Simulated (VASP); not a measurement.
Consider the following.

```
Ga31P32
1.0
   11.06711     0.00000     0.00000
    0.00000    11.06711     0.00000
    0.00000     0.00000    11.06711
Ga P
31 32
Direct
  0.50009   0.00043   0.00025
  0.74921   0.25064   0.99986
  0.74932   0.99946   0.25105
  0.00000   0.99999   0.00002
  0.25108   0.25079   0.00077
  0.50002   0.50013   0.00033
  0.74911   0.74918   0.00055
  0.25095   0.00101   0.25097
  0.50444   0.25394   0.25396
  0.74648   0.49558   0.25369
  0.50003   0.00032   0.50014
  0.74633   0.25394   0.49578
  0.74891   0.00079   0.74896
  0.00002   0.49973   0.00027
  0.25088   0.74924   0.99974
  0.00069   0.25078   0.25100
  0.25342   0.50328   0.25336
  0.49666   0.74674   0.25319
  0.99996   0.00026   0.49987
  0.25375   0.25377   0.50383
  0.74666   0.74655   0.50323
  0.25089   0.99962   0.74913
  0.49642   0.25357   0.74664
  0.74683   0.50286   0.74702
  0.99940   0.74935   0.25113
  0.00007   0.50014   0.50013
  0.25325   0.74678   0.49653
  0.99963   0.25085   0.74916
  0.25337   0.49611   0.74677
  0.50299   0.74679   0.74722
  0.00044   0.74924   0.74896
  0.62521   0.12509   0.12552
  0.87514   0.37465   0.12520
  0.87498   0.12523   0.37488
  0.12522   0.12528   0.12520
  0.37566   0.37524   0.12647
  0.62487   0.62455   0.12636
  0.87481   0.87487   0.12534
  0.37559   0.12662   0.37548
  0.61886   0.38193   0.38166
  0.87372   0.62447   0.37535
  0.62468   0.12657   0.62450
  0.87386   0.37525   0.62455
  0.87473   0.12519   0.87482
  0.12499   0.62530   0.12537
  0.37482   0.87531   0.12523
  0.12632   0.37537   0.37555
  0.37999   0.62031   0.38005
  0.62457   0.87385   0.37547
  0.12522   0.12518   0.62515
  0.38079   0.38120   0.61966
  0.62019   0.62041   0.62079
  0.87475   0.87514   0.62508
  0.37482   0.12519   0.87503
  0.62455   0.37522   0.87416
  0.87505   0.62528   0.87507
  0.12513   0.87532   0.37486
  0.12626   0.62465   0.62477
  0.37540   0.87391   0.62469
  0.12504   0.37468   0.87532
  0.37514   0.62456   0.87415
  0.62516   0.87525   0.87513
  0.12519   0.87488   0.87473
```
Cell charge -1.

All values below come from HSE06 screened hybrid, VASP's PBE PAW potentials (set 64) (plane waves; VASP 6.6.1). Numerical set-up: PREC = Normal, LREAL = Auto, ISYM = 0, NELECT = 254.0, EDIFF = 1E-5, 400 eV cut-off, 1×1×1 Γ-centred mesh, Gaussian smearing of 0.050 eV, potentials Ga P. Starting moments (MAGMOM): 63*0.0317. The cell's moment is fixed (NUPDOWN = 2).

The cell is charged, with a uniform compensating background. The supercell is sampled at Γ alone, which is coarse: total energies, pressure and levels can be off, energies of defects by several tenths of an eV.

Problem. Predict the cell moment, energy per atom (σ→0).

Solution. 
The cell moment is 2.00 μB. The energy per atom (σ→0) comes out as -5258 meV/atom.

Problem. Give the moment on each site (PAW-sphere projection).

Solution. 
```tsv
site	moment (μB)
Ga1	0.01
Ga2	0.00
Ga3	0.00
Ga4	0.00
Ga5	0.00
Ga6	0.00
Ga7	0.00
Ga8	0.00
Ga9	0.01
Ga10	0.00
Ga11	0.00
Ga12	0.01
Ga13	0.00
Ga14	0.01
Ga15	0.00
Ga16	0.00
Ga17	0.01
Ga18	0.01
Ga19	0.01
Ga20	0.01
Ga21	0.01
Ga22	0.00
Ga23	0.01
Ga24	0.01
Ga25	0.00
Ga26	0.00
Ga27	0.00
Ga28	0.00
Ga29	0.00
Ga30	0.00
Ga31	0.00
P32	0.01
P33	0.00
P34	0.01
P35	0.01
P36	0.00
P37	0.00
P38	0.01
P39	0.00
P40	0.04
P41	0.00
P42	0.00
P43	0.00
P44	0.01
P45	0.03
P46	0.03
P47	0.00
P48	0.24
P49	0.00
P50	0.03
P51	0.15
P52	0.25
P53	0.03
P54	0.03
P55	0.00
P56	0.03
P57	0.03
P58	0.00
P59	0.00
P60	0.01
P61	0.00
P62	0.03
P63	0.01
```

Only differences to runs with the same potentials and settings are physical.

The cell is a supercell with a defect, built from GaP (zinc blende): vac_Ga, charge -1. The cell's shape comes from a PBE relaxation.
